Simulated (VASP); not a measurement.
Level of theory: AM05 GGA, VASP's PBE PAW potentials (set 64) (plane waves; VASP).

A VASP calculation is set up with these files.

### INCAR
```
# general
SYSTEM =MoTe2
PREC   =Accurate
ENCUT  =520
LREAL  =.FALSE.
LASPH  =.TRUE.

# electronic loop
EDIFF  =1E-7
NELM   =100
ALGO   =Normal
LMAXMIX=4

# smearing
ISMEAR =0
SIGMA  =0.05

# functional
GGA    =AM

# ions
IBRION =2
NSW    =30
ISIF   =4
EDIFFG =-0.01

# output
LWAVE  =.FALSE.
LCHARG =.FALSE.
```

File KPOINTS:
```
Regular mesh
0
G
7 7 2
```

### POSCAR
```
MoTe2
1
    1.7604328879    -3.0491587917     0.0000000000
    1.7604328879     3.0491587917     0.0000000000
    0.0000000000     0.0000000000    14.7752718873
Te Mo
4 2
Direct
  0.3333330000   0.6666670000   0.8733806817
  0.6666670000   0.3333330000   0.3733806817
  0.6666670000   0.3333330000   0.1266193183
  0.3333330000   0.6666670000   0.6266193183
  0.3333330000   0.6666670000   0.2500000000
  0.6666670000   0.3333330000   0.7500000000
```

POTCAR, in this order: Te Mo_sv (PBE.64 set). Program: vasp_std.

Output of the run:

File OSZICAR:
```
       N       E                     dE             d eps       ncg     rms          rms(c)
DAV:   1     0.403224358660E+03    0.40322E+03   -0.27158E+04  1160   0.149E+03
DAV:   2    -0.152485285665E+02   -0.41847E+03   -0.41024E+03  1253   0.344E+02
DAV:   3    -0.384606245137E+02   -0.23212E+02   -0.22971E+02  1228   0.681E+01
DAV:   4    -0.391813233584E+02   -0.72070E+00   -0.71770E+00  1261   0.115E+01
DAV:   5    -0.392061959767E+02   -0.24873E-01   -0.24861E-01  1305   0.214E+00    0.221E+01
DAV:   6    -0.382920665329E+02    0.91413E+00   -0.10272E+01  1151   0.156E+01    0.888E+00
DAV:   7    -0.381638128311E+02    0.12825E+00   -0.97030E+00  1100   0.124E+01    0.649E+00
DAV:   8    -0.377084266435E+02    0.45539E+00   -0.18968E+00  1215   0.623E+00    0.330E+00
DAV:   9    -0.377028443056E+02    0.55823E-02   -0.30825E-01  1318   0.243E+00    0.134E+00
DAV:  10    -0.376963305699E+02    0.65137E-02   -0.51032E-02  1251   0.112E+00    0.381E-01
DAV:  11    -0.376967570173E+02   -0.42645E-03   -0.25286E-03  1205   0.269E-01    0.285E-01
DAV:  12    -0.376966924333E+02    0.64584E-04   -0.28623E-04  1205   0.859E-02    0.184E-01
DAV:  13    -0.376966776908E+02    0.14743E-04   -0.17538E-04  1215   0.679E-02    0.805E-02
DAV:  14    -0.376966793077E+02   -0.16170E-05   -0.17708E-05  1332   0.166E-02    0.584E-02
DAV:  15    -0.376966802690E+02   -0.96124E-06   -0.39155E-06  1167   0.930E-03    0.269E-02
DAV:  16    -0.376966796569E+02    0.61211E-06   -0.48046E-06  1312   0.101E-02    0.640E-03
DAV:  17    -0.376966796145E+02    0.42312E-07   -0.41317E-07  1045   0.274E-03
   1 F= -.37696680E+02 E0= -.37696680E+02  d E =-.376967E+02
       N       E                     dE             d eps       ncg     rms          rms(c)
DAV:   1    -0.377244418668E+02   -0.27762E-01   -0.99121E-01  1049   0.560E+00    0.827E-01
DAV:   2    -0.377194595497E+02    0.49823E-02   -0.55852E-02  1149   0.104E+00    0.429E-01
DAV:   3    -0.377181791467E+02    0.12804E-02   -0.17053E-02  1224   0.637E-01    0.399E-01
DAV:   4    -0.377171358109E+02    0.10433E-02   -0.34269E-03  1243   0.259E-01    0.170E-01
DAV:   5    -0.377170605980E+02    0.75213E-04   -0.99175E-04  1302   0.136E-01    0.700E-02
DAV:   6    -0.377170526304E+02    0.79676E-05   -0.11359E-04  1241   0.498E-02    0.771E-02
DAV:   7    -0.377170528396E+02   -0.20916E-06   -0.28530E-05  1273   0.246E-02    0.321E-02
DAV:   8    -0.377170534370E+02   -0.59742E-06   -0.27363E-06  1224   0.889E-03    0.177E-02
DAV:   9    -0.377170537725E+02   -0.33547E-06   -0.81263E-07  1153   0.393E-03    0.766E-03
DAV:  10    -0.377170538340E+02   -0.61477E-07   -0.26355E-08   650   0.866E-04
   2 F= -.37717054E+02 E0= -.37717054E+02  d E =-.203742E-01
       N       E                     dE             d eps       ncg     rms          rms(c)
DAV:   1    -0.377173042916E+02   -0.25052E-03   -0.95385E-03  1049   0.551E-01    0.816E-02
DAV:   2    -0.377172545078E+02    0.49784E-04   -0.55420E-04  1156   0.103E-01    0.446E-02
DAV:   3    -0.377172430790E+02    0.11429E-04   -0.17680E-04  1222   0.644E-02    0.409E-02
DAV:   4    -0.377172324518E+02    0.10627E-04   -0.36083E-05  1207   0.267E-02    0.170E-02
DAV:   5    -0.377172318863E+02    0.56544E-06   -0.11199E-05  1314   0.143E-02    0.696E-03
DAV:   6    -0.377172318945E+02   -0.81272E-08   -0.13397E-06  1146   0.537E-03    0.807E-03
DAV:   7    -0.377172320012E+02   -0.10672E-06   -0.22664E-07   809   0.240E-03    0.360E-03
DAV:   8    -0.377172320700E+02   -0.68799E-07   -0.30679E-08   587   0.106E-03
   3 F= -.37717232E+02 E0= -.37717232E+02  d E =-.205525E-01
       N       E                     dE             d eps       ncg     rms          rms(c)
DAV:   1    -0.377444538607E+02   -0.27222E-01   -0.10970E+00   992   0.649E+00    0.138E+00
DAV:   2    -0.377298744349E+02    0.14579E-01   -0.77748E-02  1125   0.137E+00    0.647E-01
DAV:   3    -0.377266553328E+02    0.32191E-02   -0.10338E-02  1191   0.529E-01    0.216E-01
DAV:   4    -0.377255327561E+02    0.11226E-02   -0.56753E-03  1207   0.334E-01    0.287E-01
DAV:   5    -0.377253188428E+02    0.21391E-03   -0.13580E-03  1243   0.157E-01    0.340E-02
DAV:   6    -0.377253239224E+02   -0.50797E-05   -0.10386E-04  1249   0.466E-02    0.316E-02
DAV:   7    -0.377253280604E+02   -0.41379E-05   -0.73492E-06  1125   0.132E-02    0.900E-03
DAV:   8    -0.377253279365E+02    0.12385E-06   -0.22276E-06  1271   0.796E-03    0.271E-03
DAV:   9    -0.377253280596E+02   -0.12307E-06   -0.15341E-07   788   0.205E-03    0.163E-03
DAV:  10    -0.377253282358E+02   -0.17626E-06   -0.17887E-07   838   0.183E-03    0.101E-03
DAV:  11    -0.377253282262E+02    0.95970E-08   -0.15007E-08   566   0.570E-04
   4 F= -.37725328E+02 E0= -.37725328E+02  d E =-.809616E-02
       N       E                     dE             d eps       ncg     rms          rms(c)
DAV:   1    -0.378648900599E+02   -0.13956E+00   -0.74627E+00   992   0.169E+01    0.375E+00
DAV:   2    -0.377661612509E+02    0.98729E-01   -0.53905E-01  1132   0.361E+00    0.173E+00
DAV:   3    -0.377436685223E+02    0.22493E-01   -0.73421E-02  1191   0.140E+00    0.577E-01
DAV:   4    -0.377356975144E+02    0.79710E-02   -0.37770E-02  1177   0.863E-01    0.758E-01
DAV:   5    -0.377342143910E+02    0.14831E-02   -0.84821E-03  1258   0.398E-01    0.102E-01
DAV:   6    -0.377342557771E+02   -0.41386E-04   -0.58137E-04  1201   0.109E-01    0.848E-02
DAV:   7    -0.377342868303E+02   -0.31053E-04   -0.55188E-05  1182   0.331E-02    0.213E-02
DAV:   8    -0.377342852510E+02    0.15793E-05   -0.36056E-05  1292   0.306E-02    0.739E-03
DAV:   9    -0.377342862503E+02   -0.99931E-06   -0.30037E-06  1161   0.817E-03    0.578E-03
DAV:  10    -0.377342873373E+02   -0.10870E-05   -0.10209E-06   961   0.461E-03    0.946E-04
DAV:  11    -0.377342873861E+02   -0.48857E-07   -0.14431E-07   858   0.191E-03
   5 F= -.37734287E+02 E0= -.37734287E+02  d E =-.170553E-01
       N       E                     dE             d eps       ncg     rms          rms(c)
DAV:   1    -0.377344063925E+02   -0.11906E-03   -0.85986E-03  1034   0.569E-01    0.802E-02
DAV:   2    -0.377343234235E+02    0.82969E-04   -0.57518E-04  1180   0.107E-01    0.494E-02
DAV:   3    -0.377343008334E+02    0.22590E-04   -0.16785E-04  1193   0.625E-02    0.385E-02
DAV:   4    -0.377342893302E+02    0.11503E-04   -0.40319E-05  1189   0.294E-02    0.165E-02
DAV:   5    -0.377342886688E+02    0.66141E-06   -0.12093E-05  1291   0.142E-02    0.734E-03
DAV:   6    -0.377342883926E+02    0.27611E-06   -0.18314E-06  1243   0.607E-03    0.759E-03
DAV:   7    -0.377342883098E+02    0.82846E-07   -0.24410E-07   787   0.208E-03
   6 F= -.37734288E+02 E0= -.37734288E+02  d E =-.923651E-06
       N       E                     dE             d eps       ncg     rms          rms(c)
DAV:   1    -0.377343531741E+02   -0.64781E-04   -0.22781E-03  1027   0.293E-01    0.418E-02
DAV:   2    -0.377343318017E+02    0.21372E-04   -0.15682E-04  1173   0.557E-02    0.263E-02
DAV:   3    -0.377343264332E+02    0.53685E-05   -0.45813E-05  1199   0.325E-02    0.198E-02
DAV:   4    -0.377343237457E+02    0.26875E-05   -0.10696E-05  1152   0.152E-02    0.868E-03
DAV:   5    -0.377343235816E+02    0.16409E-06   -0.31954E-06  1291   0.725E-03    0.388E-03
DAV:   6    -0.377343236139E+02   -0.32298E-07   -0.44605E-07   871   0.313E-03
   7 F= -.37734324E+02 E0= -.37734324E+02  d E =-.362277E-04
```

### OUTCAR
```
------------------------ aborting loop because EDIFF is reached ----------------------------------------
  FORCE on cell =-STRESS in cart. coord.  units (eV):
  Direction    XX          YY          ZZ          XY          YZ          ZX
  --------------------------------------------------------------------------------------
  Total       -0.1547042     -0.1547041     -0.1475428      0.0000000      0.0000000      0.0000000
  in kB       -1.5625991     -1.5625987     -1.4902650      0.0000000      0.0000000      0.0000000
  external PRESSURE =      -1.5384876 kB  Pullay stress =       0.0000000 kB
  volume of cell :      158.62
      direct lattice vectors                 reciprocal lattice vectors
     1.745399520 -3.023120314 -0.000000000     0.286467364 -0.165392028  0.000000000
     1.745399520  3.023120314  0.000000000     0.286467364  0.165392028  0.000000000
     0.000000000  0.000000000 15.030890560    -0.000000000 -0.000000000  0.066529657
 POSITION                                       TOTAL-FORCE (eV/Angst)
 -----------------------------------------------------------------------------------
      1.74540      1.00771     13.07599        -0.000000      0.000000      0.001634
      1.74540     -1.00771      5.56054        -0.000000     -0.000000      0.001634
      1.74540     -1.00771      1.95490        -0.000000     -0.000000     -0.001634
      1.74540      1.00771      9.47035        -0.000000      0.000000     -0.001634
      1.74540      1.00771      3.75772         0.000000      0.000000      0.000000
      1.74540     -1.00771     11.27317         0.000000     -0.000000      0.000000
 -----------------------------------------------------------------------------------
    total drift:                               -0.000000      0.001643     -0.000023
  FREE ENERGIE OF THE ION-ELECTRON SYSTEM (eV)
  ---------------------------------------------------
  free  energy   TOTEN  =       -37.7343236139 eV

  energy  without entropy=      -37.7343236139  energy(sigma->0) =      -37.73432361

 reached required accuracy - stopping structural energy minimisation
```
(Selected blocks of OUTCAR.)

### CONTCAR
```
MoTe2
   1.00000000000000
     1.7453995201116828   -3.0231203135992719   -0.0000000000000000
     1.7453995201116828    3.0231203135992719    0.0000000000000000
     0.0000000000000000    0.0000000000000000   15.0308905600844707
  Te              Mo
     4     2
Direct
     0.3333330000000032    0.6666669999999968    0.8699408611683257
     0.6666669999999968    0.3333330000000032    0.3699408611683256
     0.6666669999999968    0.3333330000000032    0.1300591388316744
     0.3333330000000032    0.6666669999999968    0.6300591388316743
     0.3333330000000032    0.6666669999999968    0.2500000000000000
     0.6666669999999968    0.3333330000000032    0.7500000000000000
```

Without a dispersion term in the relaxation, distances and binding between the weakly bound layers, chains or molecules are unreliable, and so is what depends on them.

The compound is MoTe2 in the 2H layered structure. This cell is one point of a volume scan, at 1.03 of the reference volume. Symmetry was kept, so distortions that lower it aren't found.
